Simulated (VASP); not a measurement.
Here is the system:

```
FeGe
1.0
    4.59582     0.00000     0.00000
    0.00000     4.59582     0.00000
    0.00000     0.00000     4.59582
Fe Ge
4 4
Direct
  0.86388   0.63612   0.36388
  0.36388   0.86388   0.63612
  0.13612   0.13612   0.13612
  0.63612   0.36388   0.86388
  0.15809   0.34191   0.65809
  0.65809   0.15809   0.34191
  0.84191   0.84191   0.84191
  0.34191   0.65809   0.15809
```
Starting moments (μB, in the order of the record's atoms Fe Fe Fe Fe Ge Ge Ge Ge): 1.1 1.1 1.1 1.1 -0.1 -0.1 -0.1 -0.1.

Level of theory: PBEsol GGA, VASP's PBE PAW potentials (set 64) (plane waves; VASP). Run with 400 eV cut-off, Gaussian smearing of 0.050 eV, potentials Fe Ge_d.

Question: Give the spin-up energies of bands 37 to 50 at the high-symmetry points, in eV from the Fermi level.

Answer: 
```csv
band,Γ,X,M,R,X1
37,-2.06,-2.08,-1.75,-1.28,-2.08
38,-2.06,-2.08,-1.75,-1.28,-2.08
39,-2.06,-1.57,-1.60,-1.28,-1.57
40,-0.78,-1.57,-1.60,-1.28,-1.57
41,-0.78,-1.00,-1.39,-1.02,-1.00
42,-0.78,-1.00,-1.39,-1.02,-1.00
43,-0.78,-0.65,-0.97,-1.02,-0.65
44,-0.78,-0.65,-0.97,-1.02,-0.65
45,-0.14,-0.47,0.00,-0.29,-0.47
46,-0.14,-0.47,0.00,-0.29,-0.47
47,-0.14,1.05,0.36,-0.29,1.05
48,2.05,1.05,0.36,-0.29,1.05
49,2.05,1.11,1.71,4.71,1.11
50,2.05,1.11,1.71,4.71,1.11
```

Question: Give the spin-down energies of bands 37 to 50 at the high-symmetry points, in eV from the Fermi level.

Answer: 
```tsv
band	Γ	X	M	R	X1
37	-1.45	-1.38	-0.88	-0.30	-1.38
38	-1.45	-1.38	-0.88	-0.30	-1.38
39	-1.45	-0.68	-0.63	-0.30	-0.68
40	0.15	-0.68	-0.63	-0.30	-0.68
41	0.15	0.01	-0.58	-0.16	0.01
42	0.15	0.01	-0.58	-0.16	0.01
43	0.28	0.35	0.04	-0.16	0.35
44	0.28	0.35	0.04	-0.16	0.35
45	1.01	0.64	0.99	0.82	0.64
46	1.01	0.64	0.99	0.82	0.64
47	1.01	1.89	1.31	0.82	1.89
48	2.53	1.89	1.31	0.82	1.89
49	2.53	1.99	2.39	4.77	1.99
50	2.53	1.99	2.39	4.77	1.99
```

It has no gap at this level: it comes out as a metal or semimetal.

The compound is FeGe in the B20 structure. It was relaxed first, which changed the volume by -7 %.
